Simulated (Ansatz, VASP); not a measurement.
# GaN: VASP beside Ansatz, part 2 of 2

One calculation is typed for both programs; each brings its own data sets. How far apart do they land? The cell is taken from a series of runs on this material, whose earlier steps may have relaxed, scaled, displaced or heated it; both programs get it as it stands.

VASP 6.6.1 and Ansatz 0.2.0.

So far: The starting structure; VASP: relaxation of cell and atoms, RPBE; Ansatz: relaxation of cell and atoms, RPBE; Comparison.

### Step 5. VASP: zone-centre phonons, RPBE

Level of this step: RPBE; plane waves and PAW (Ga_d, N) (VASP).

Second derivatives magnify differences that forces hide, and they need a tight electronic threshold.

Contents of INCAR:

```
SYSTEM = GaN
PREC = Accurate
ENCUT = 600
EDIFF = 1E-08
NELM = 120
ISMEAR = 0
SIGMA = 0.01
LREAL = .FALSE.
ALGO = Normal
GGA = RP
NBANDS = 24
LORBIT = 11
LWAVE = .FALSE.
LCHARG = .FALSE.
ISIF = 2
IBRION = 8
LASPH = .TRUE.
GGA_COMPAT = .FALSE.
EFERMI = MIDGAP
KPAR = 2
```

Contents of POSCAR:

```
GaN
1.0
    3.2441143959      0.0000000000      0.0000000000
   -1.6220571980      2.8094854796      0.0000000000
    0.0000000000      0.0000000000      5.2829071019
Ga N
2 2
Direct
    0.3333333333      0.6666666667      0.9990439430
    0.6666666667      0.3333333333      0.4990439430
    0.3333333333      0.6666666667      0.3759560570
    0.6666666667      0.3333333333      0.8759560570
```

Contents of KPOINTS:

```
Automatic mesh
0
Gamma
9 9 6
0 0 0
```

The projector-augmented-wave data sets are Ga_d and N (PBE family, release 64).

Command:

```
$ mpirun -np 2 vasp_std
```

Numbers of over 12 decimals in the logs are rounded to 6 here.

The program printed:

```text
[banner, memory and clock lines left out]
running    2 mpi-ranks, on    1 nodes
[...]
[... a notice as in an earlier step ...]

 LDA part: xc-table for (Slater+PW92), standard interpolation
 POSCAR, INCAR and KPOINTS ok, starting setup
[...]
entering main loop
       N       E                     dE             d eps       ncg     rms          rms(c)
DAV:   1     0.286961136668E+03    0.28696E+03   -0.19879E+04  2528   0.300E+03
DAV:   2     0.924130980507E+01   -0.27772E+03   -0.26502E+03  2504   0.550E+02
DAV:   3    -0.252828972534E+02   -0.34524E+02   -0.34073E+02  2736   0.151E+02
DAV:   4    -0.264704731327E+02   -0.11876E+01   -0.11849E+01  2992   0.310E+01
[...]
DAV:  17    -0.226944525759E+02    0.62637E-08   -0.46120E-07  3720   0.529E-03    0.819E-04
DAV:  18    -0.226944525986E+02   -0.22663E-07   -0.33734E-08  2440   0.131E-03    0.201E-04
DAV:  19    -0.226944525907E+02    0.78353E-08   -0.17283E-09  1320   0.495E-04
   1 F= -.22694453E+02 E0= -.22694453E+02  d E =0.000000E+00
[...]
RMM:  11    -0.232285942868E+00   -0.35146E-07    0.40257E-09 24322   0.492E-05    0.330E-06
RMM:  12    -0.232285977482E+00   -0.34614E-07    0.37439E-09 23760   0.206E-05    0.917E-07
RMM:  13    -0.232285985721E+00   -0.82385E-08   -0.45884E-09 24044   0.793E-06    0.438E-07
 first order change of Fermi-energy  -0.22126E+00
 force on displaced ion       3 direction 1 : -11.524   0.000   0.000
 Linear response progress:
  Degree of freedom:   4/  4
       N       E                     dE             d eps       ncg     rms          rms(c)
RMM:   1    -0.245603437145E+00   -0.24560E+00    0.20142E-01  7604   0.323E+00
RMM:   2    -0.243904169783E+00    0.16993E-02   -0.16623E-02  5043   0.104E+00    0.131E-01
RMM:   3    -0.244625029793E+00   -0.72086E-03   -0.21595E-03  5475   0.351E-01    0.623E-02
RMM:   4    -0.245614147769E+00   -0.98912E-03   -0.41710E-04  5682   0.144E-01    0.198E-02
[...]
RMM:  11    -0.245869333289E+00   -0.29213E-06    0.14240E-07  5820   0.133E-04    0.802E-06
RMM:  12    -0.245869399170E+00   -0.65882E-07    0.77586E-08  5665   0.601E-05    0.292E-06
RMM:  13    -0.245869396667E+00    0.25031E-08    0.13860E-08  5928   0.243E-05    0.970E-07
 first order change of Fermi-energy  -0.20406E+00
 force on displaced ion       3 direction 3 :  -0.000  -0.000 -15.444
 Linear response finished
```

From OUTCAR (step 5):

```text
  Total       -0.0599117     -0.0599117     -0.0455159      0.0000000      0.0000000      0.0000000
  in kB       -1.9935464     -1.9935464     -1.5145300      0.0000000      0.0000000      0.0000000
  external PRESSURE =      -1.8338743 kB  Pullay stress =       0.0000000 kB

 POSITION                                       TOTAL-FORCE (eV/Angst)
 -----------------------------------------------------------------------------------
     -0.00000      1.87299      5.27786        -0.000000      0.000000      0.000407
      1.62206      0.93650      2.63640         0.000000      0.000000      0.000407
     -0.00000      1.87299      1.98614        -0.000000      0.000000     -0.000407
      1.62206      0.93650      4.62759         0.000000      0.000000     -0.000407
 -----------------------------------------------------------------------------------
    total drift:                                0.000000      0.000001      0.000791

[... 1 part as in an earlier step ...]

[... 1 further part left out ...]
```

### Step 6. Ansatz: zone-centre phonons, RPBE

The same cell, functional and mesh now go to Ansatz, which takes its cutoff from its data sets.

The cell is taken from a series of runs on this material, whose earlier steps may have relaxed, scaled, displaced or heated it; both programs get it as it stands.

Contents of input.yaml:

```yaml
crystal:
  lattice:
    - [3.2441143959, 0.0, 0.0]
    - [-1.622057198, 2.8094854796, 0.0]
    - [0.0, 0.0, 5.2829071019]
  atoms:
    - { symbol: Ga, position: [0.3333333333, 0.6666666667, -0.000956057] }
    - { symbol: Ga, position: [0.6666666667, 0.3333333333, 0.499043943] }
    - { symbol: "N", position: [0.3333333333, 0.6666666667, 0.375956057] }
    - { symbol: "N", position: [0.6666666667, 0.3333333333, 0.875956057] }
kpoints:
  mp_grid: { grid: [9, 9, 6] }
hamiltonian:
  xc: rpbe
scf:
  occupations: { method: fixed }
output:
  eigenvalues: true
phonons:
  method: dfpt
```

Command:

```
$ ansatz run input.yaml --threads 8 --pin off --max-ram 14336MiB --backend cpu --events-out ev --progress --plain --runs-dir out
```

The program printed:

```text
[...]
Crystal: 4 atoms, lattice volume = 48.150 Å³
Basis set: ecut = 420 eV, 941 PW (Γ), exchange–correlation on 48×48×72 points (8 copies of the dense FFT grid, shifted against one another)
Bands: 22, of which v1, the nominal top of the filled ones, is band 18 counted from 1 (17 counted from 0)
Symmetry: 12 space group operations
k-points: 140 of 486 (irreducible under 2 space group operations, time reversal used)
[...]
ASR residual: 1.036e-4 → 0.000e0 eV/Å²; symmetrization residual: 7.243e-6 eV/Å²
  ASR residual per site (eV/Å²): 2.71e-5 2.71e-5 1.04e-4 1.04e-4
  Γ frequencies (cm⁻¹): 0.00 0.00 0.00 135.22 135.22 312.31 486.78 510.62 510.62 517.66 517.66 641.24
  non-analytic LO–TO correction: not included (Born effective charges unavailable; polar crystals: no LO–TO splitting at Γ)
[key lines of the parts left out:]
SCF converged after 8 iterations
Free energy (F): -8349.916225 eV
Fermi energy:    9.058596 eV
```

### Step 7. Differences

What differs besides the data sets and the points named for the pairs above, as far as they apply: fixed occupations in Ansatz, narrow Gaussian smearing in VASP. Total energies have different zeros and are not compared.

The two programs side by side:

| quantity | Ansatz | VASP | difference |
| --- | --- | --- | --- |
| optical mode 1 to 2 (cm⁻¹) | 135.2 | 135.1 | +0.05 % |
| optical mode 3 (cm⁻¹) | 312.3 | 313.0 | -0.22 % |
| optical mode 4 (cm⁻¹) | 486.8 | 481.1 | +1.18 % |
| optical mode 5 to 6 (cm⁻¹) | 510.6 | 505.0 | +1.11 % |
| optical mode 7 to 8 (cm⁻¹) | 517.7 | 512.0 | +1.11 % |
| optical mode 9 (cm⁻¹) | 641.2 | 638.4 | +0.45 % |

Modes are paired by rising frequency, not by their patterns, so a pair may set unlike modes beside each other; they are those without the splitting of longitudinal modes.

### Step 8. Results

| Property | Result |
| --- | --- |
| difference in volume (relaxation of cell and atoms, RPBE) | 0.11 % |
| r.m.s. difference of the optical zone-centre modes, each program's sorted by frequency (zone-centre phonons, RPBE) | 4.3 cm⁻¹ |
| difference in optical mode 4 (zone-centre phonons, RPBE) | +1.2 % |

The difference in volume is 0.11 % (relaxation of cell and atoms, RPBE), within the 1.2 % picked in this series as the mark of a large difference, as far as the stopping tolerances let one tell. Among the rows given in per cent, the largest difference of the zone-centre phonons, RPBE pair is in optical mode 4, +1.2 %. Such differences can come from data sets, numerical settings and the points named under the comparisons, not from the functional's error against experiment.

[Lines on the potential files, build, host, timing and source positions are cut from VASP's logs without a mark.]

[Logs are printed without paths, hosts, clocks, repeated set-up lines and the standing remarks that a program may print on its own settings, such as how far it seeks lower states.]

[Hosts, paths, dates, database ids (printed as entryN), source tags and the programs' standing remarks are cut or masked in the printed files.]
